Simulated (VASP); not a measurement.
Wanted: the native input for a VASP 6.6.1 run.

| Property | Result |
| --- | --- |
| Task | single point |
| Functional | PBE |
| Potentials or basis | VASP PAW PBE potentials, release 64 (Ta_pv) |
| Cutoff | 350 eV |
| k mesh | 14 × 14 × 14 |
| Occupations | gaussian, width 0.1 eV |
| Spin | no spin polarisation |
| Further INCAR settings | ALGO = Fast; EDIFF = 1e-07; NBANDS = 12 |

The structure of Ta lies in POSCAR:

```
Ta
1.0
   -1.6512800000      1.6512800000      1.6512800000
    1.6512800000     -1.6512800000      1.6512800000
    1.6512800000      1.6512800000     -1.6512800000
Ta
1
Direct
    0.0000000000      0.0000000000      0.0000000000
```

These files were run (other wordings do the same):

INCAR

```
PREC     = Accurate       # precision mode
ENCUT    = 350            # plane-wave cutoff, eV
EDIFF    = 1E-7           # SCF threshold, eV
ISMEAR   = 0              # smearing method
SIGMA    = 0.1            # smearing width, eV
LREAL    = F              # projectors in reciprocal space
LASPH    = T              # aspherical terms in the spheres
NELM     = 80             # most SCF steps
ALGO     = Fast           # electronic algorithm
ISIF     = 2              # what is computed and relaxed
LWAVE    = F              # write WAVECAR
LCHARG   = F              # write CHGCAR
GGA      = PE             # functional
NBANDS   = 12             # bands
```

KPOINTS

```
regular mesh
0
Gamma
  14 14 14
```

Potentials or basis: VASP PAW PBE potentials, release 64 (Ta_pv).

Run with:

```sh
$ cat potpaw_PBE.64/Ta_pv/POTCAR > POTCAR
$ mpirun -np 1 vasp_std > vasp.out
```

It gave:

```yaml
Pressure: 3.0 GPa
Band_gap_on_the_k_mesh: none (metal or under the smearing width)
```

Run time: 10 s on 1 thread of Intel(R) Xeon(R) Platinum 8559C (Emerald Rapids), on a shared host, peak memory 0.12 GiB.
